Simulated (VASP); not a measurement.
Input of a VASP 6.6.1 run:

File INCAR:

```
SYSTEM = Al3BiO3
ALGO     = Normal         ! electronic algorithm
EDIFF    = 1E-6           ! SCF threshold, eV
EDIFFG   = -0.01          ! ionic threshold
ENCUT    = 520            ! plane-wave cutoff, eV
GGA      = PE             ! functional
IBRION   = 2              ! ionic algorithm
ISIF     = 3              ! what is computed and relaxed
ISMEAR   = 0              ! smearing method
KPAR     = 4            
LASPH    = .TRUE.         ! aspherical terms in the spheres
LCHARG   = .FALSE.        ! write CHGCAR
LREAL    = .FALSE.        ! projectors in reciprocal space
LWAVE    = .FALSE.        ! write WAVECAR
NELM     = 120            ! most SCF steps
NSW      = 90             ! ionic steps
PREC     = Accurate       ! precision mode
SIGMA    = 0.03           ! smearing width, eV
```

The input KPOINTS:

```
k-points
0
G
  6 6 6
  0 0 0
```

Contents of POSCAR:

```
Al3BiO3
1.0
    3.7081202900      2.1408842500      2.2020000000
   -3.7081202900      2.1408842500      2.2020000000
    0.0000000000     -4.2817685000      2.2020000000
Al Bi O
3 1 3
Direct
    0.4637430900      0.0216509700      0.4637430900
    0.0216509700      0.4637430900      0.4637430900
    0.4637430900      0.4637430900      0.0216509700
    0.8705722100      0.8705722100      0.8705722100
    0.2674723000      0.2674723000      0.6458001800
    0.2674723000      0.6458001800      0.2674723000
    0.6458001800      0.2674723000      0.2674723000
```

Potentials or basis: VASP PAW PBE potentials, release 64 (Al, Bi_d, O).

Command:

```bash
$ cat potpaw_PBE.64/Al/POTCAR potpaw_PBE.64/Bi_d/POTCAR potpaw_PBE.64/O/POTCAR > POTCAR
$ mpirun -np 4 vasp_std > vasp.out
```

**Question.** Estimate the band gap on the k mesh.

**Answer.** 0.69 eV, indirect (least direct gap 0.76 eV).

**Question.** Predict the relaxed volume.

**Answer.** 15.09 Å³/atom.

**Question.** Estimate the relaxed cell.

**Answer.** a = 4.829 Å, b = 4.829 Å, c = 4.829 Å, α = 100.86°, β = 100.86°, γ = 100.86°.

**Question.** Predict the space group after relaxing (to 0.05 Å).

**Answer.** R3m (No. 160).

Forces in eV/Å, atoms in the order of the input:
```
Al  -0.002  0.001  0.008
Al   0.002  0.001  0.008
Al   0.000 -0.002  0.008
Bi   0.000  0.000 -0.003
O    0.000 -0.002 -0.007
O   -0.002  0.001 -0.007
O    0.002  0.001 -0.007
```

Caveat: spin-orbit coupling is left out, which as a rule narrows the gap of such compounds by several tenths of an eV. A hybrid or GW would open this gap; PBE tends to underestimate it.
